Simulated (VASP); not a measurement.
Given:

```
CELL_PARAMETERS angstrom
      0.00000     2.69851     2.69851
      2.69851     0.00000     2.69851
      2.69851     2.69851     0.00000
ATOMIC_POSITIONS crystal
  Si 0.25000 0.25000 0.25000
  Si 0.75000 0.75000 0.75000
  Ni 0.00000 0.00000 0.00000
```

The numbers are results of PBEsol GGA, VASP's PBE PAW potentials (set 64) (plane waves; VASP), not measurements. Settings: 480 eV cut-off, 10×10×10 Γ-centred mesh, first-order Methfessel-Paxton smearing of 0.10 eV, potentials Si Ni.

Energy and stress use the plane-wave basis of the starting cell.

Task: The ions, cell shape and volume at an external pressure of 10.0 GPa are relaxed. Which structure does the run end with?

Result: 
```
CELL_PARAMETERS angstrom
      0.00000     2.64783     2.64783
      2.64783     0.00000     2.64783
      2.64783     2.64783     0.00000
ATOMIC_POSITIONS crystal
  Si 0.25000 0.25000 0.25000
  Si 0.75000 0.75000 0.75000
  Ni 0.00000 0.00000 0.00000
```
Space group Fm-3m (225), at a tolerance of 0.03 Å.

Task: How do energy and volume change from the first to the last step?

Result: The energy (σ→0) changes by +20.6 meV/atom and the volume by -5.5 %, in 3 ionic steps.

```json
[
 {"step": "1", "E(σ→0) (eV)": "-18.9813", "max force (eV/Å)": "0.000", "pressure (GPa)": "-0.48", "volume (Å³)": "39.30"},
 {"step": "2", "E(σ→0) (eV)": "-18.6495", "max force (eV/Å)": "0.000", "pressure (GPa)": "25.92", "volume (Å³)": "34.63"},
 {"step": "3", "E(σ→0) (eV)": "-18.9195", "max force (eV/Å)": "0.000", "pressure (GPa)": "9.97", "volume (Å³)": "37.13"}
]
```

The compound is NiSi2 in the fluorite structure. This run relaxes it under an external pressure of 10 GPa. Symmetry was kept, so distortions that lower it aren't found. The run is not spin-polarised, so no magnetic state was tried.
